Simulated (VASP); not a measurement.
These are PBE GGA, VASP's PBE PAW potentials (set 64) (plane waves; VASP) values and carry that method's errors.

Input for VASP

### POSCAR
```
TiCo
1
    2.7995164075     0.0000000000    -0.0000000000
    0.0000000000     2.7995164075     0.0000000000
    0.0000000000    -0.0000000000     2.7995164075
Ti Co
1 1
Direct
  0.0000000000   0.0000000000   0.0000000000
  0.5000000000   0.5000000000   0.5000000000
```

**INCAR**
```
SYSTEM = TiCo
PREC = Accurate; ENCUT = 500; LREAL = .FALSE.
LASPH = .TRUE.
EDIFF = 1E-6; NELM = 100; ALGO = Normal
LMAXMIX = 4
ISMEAR = 1; SIGMA = 0.1
GGA = PE
IBRION = 2; NSW = 40; ISIF = 3
EDIFFG = -0.02; PSTRESS = 450
LWAVE = .FALSE.; LCHARG = .FALSE.
```

KPOINTS:
```
Automatic mesh
0
Gamma
13 13 13
0 0 0
```

POTCAR, in this order: Ti_sv Co (PBE.64 set). Program: vasp_std.

Output of the run:

### OUTCAR
```
 ion  position               nearest neighbor table
   1  0.000  0.000  0.000-   2 2.42   2 2.42   2 2.42   2 2.42   2 2.42   2 2.42   2 2.42   2 2.42
  LATTYP: Found a simple cubic cell.
 ALAT       =     2.7995164075
 Subroutine PRICEL returns:
 Original cell was already a primitive cell.
 Subroutine GETGRP returns: Found 48 space group operations
The static configuration has the point symmetry O_h .
The dynamic configuration has the point symmetry O_h .
 Subroutine INISYM returns: Found 48 space group operations
 Subroutine IBZKPT returns following result:
 Found     84 irreducible k-points:

 Following reciprocal coordinates:
            Coordinates               Weight
  0.000000  0.000000  0.000000      1.000000
  0.076923  0.000000  0.000000      6.000000
  0.153846  0.000000  0.000000      6.000000
  0.230769  0.000000  0.000000      6.000000
  0.307692  0.000000  0.000000      6.000000
  0.384615  0.000000  0.000000      6.000000
  0.461538  0.000000  0.000000      6.000000
  0.076923  0.076923  0.000000     12.000000
  0.153846  0.076923  0.000000     24.000000
  0.230769  0.076923  0.000000     24.000000
...
```

**OSZICAR**
```
       N       E                     dE             d eps       ncg     rms          rms(c)
DAV:   1     0.149050001921E+03    0.14905E+03   -0.10257E+04  2352   0.193E+03
DAV:   2    -0.795969011684E+01   -0.15701E+03   -0.15440E+03  2388   0.411E+02
DAV:   3    -0.166530253354E+02   -0.86933E+01   -0.86199E+01  3600   0.106E+02
DAV:   4    -0.169098753075E+02   -0.25685E+00   -0.25598E+00  2912   0.152E+01
DAV:   5    -0.169192984266E+02   -0.94231E-02   -0.94230E-02  3344   0.271E+00    0.167E+01
DAV:   6    -0.157514665668E+02    0.11678E+01   -0.12061E+01  2466   0.554E+01    0.769E+00
DAV:   7    -0.165936451262E+02   -0.84218E+00   -0.18996E+01  3542   0.520E+01    0.162E+01
DAV:   8    -0.151070273136E+02    0.14866E+01   -0.86780E+00  3414   0.332E+01    0.218E+00
DAV:   9    -0.151506006059E+02   -0.43573E-01   -0.25456E-01  3356   0.579E+00    0.189E+00
DAV:  10    -0.151275759790E+02    0.23025E-01   -0.97412E-02  3492   0.424E+00    0.477E-01
DAV:  11    -0.151263839468E+02    0.11920E-02   -0.63053E-03  3174   0.899E-01    0.176E-01
DAV:  12    -0.151260570397E+02    0.32691E-03   -0.84939E-04  3612   0.283E-01    0.483E-02
DAV:  13    -0.151260454948E+02    0.11545E-04   -0.51343E-05  3232   0.743E-02    0.201E-02
DAV:  14    -0.151260440801E+02    0.14147E-05   -0.93670E-06  3460   0.348E-02    0.520E-03
DAV:  15    -0.151260438944E+02    0.18567E-06   -0.12061E-06  1394   0.172E-02
   1 F= -.89636283E+01 E0= -.89638232E+01  d E =-.896363E+01
```

OUTCAR:
```
------------------------ aborting loop because EDIFF is reached ----------------------------------------
  FORCE on cell =-STRESS in cart. coord.  units (eV):
  Direction    XX          YY          ZZ          XY          YZ          ZX
  --------------------------------------------------------------------------------------
  Total        6.1549392      6.1549392      6.1549392     -0.0000000     -0.0000000      0.0000000
  in kB      449.4540488    449.4540488    449.4540488     -0.0000000     -0.0000000      0.0000000
  external PRESSURE =      -0.5459512 kB  Pullay stress =     450.0000000 kB
  volume of cell :       21.94
      direct lattice vectors                 reciprocal lattice vectors
     2.799516408  0.000000000  0.000000000     0.357204551  0.000000000  0.000000000
     0.000000000  2.799516408  0.000000000     0.000000000  0.357204551  0.000000000
     0.000000000  0.000000000  2.799516408     0.000000000  0.000000000  0.357204551
 POSITION                                       TOTAL-FORCE (eV/Angst)
 -----------------------------------------------------------------------------------
      0.00000      0.00000      0.00000         0.000000      0.000000      0.000000
      1.39976      1.39976      1.39976         0.000000      0.000000      0.000000
 -----------------------------------------------------------------------------------
    total drift:                               -0.000000      0.000000      0.000000
  FREE ENERGIE OF THE ION-ELECTRON SYSTEM (eV)
  ---------------------------------------------------
  free  energy   TOTEN  =       -15.1260438944 eV

  energy  without entropy=      -15.1266285328  energy(sigma->0) =      -15.12623877
  enthalpy is  TOTEN    =        -8.9636283140 eV   P V=        6.1624155804

 reached required accuracy - stopping structural energy minimisation
```
(Selected blocks of OUTCAR.)

The compound is TiCo in the CsCl type structure. It was relaxed first under an external pressure of 45 GPa. The run is not spin-polarised, so no magnetic state was tried. The electron count is odd and the run is not spin-polarised, which forces a metal.
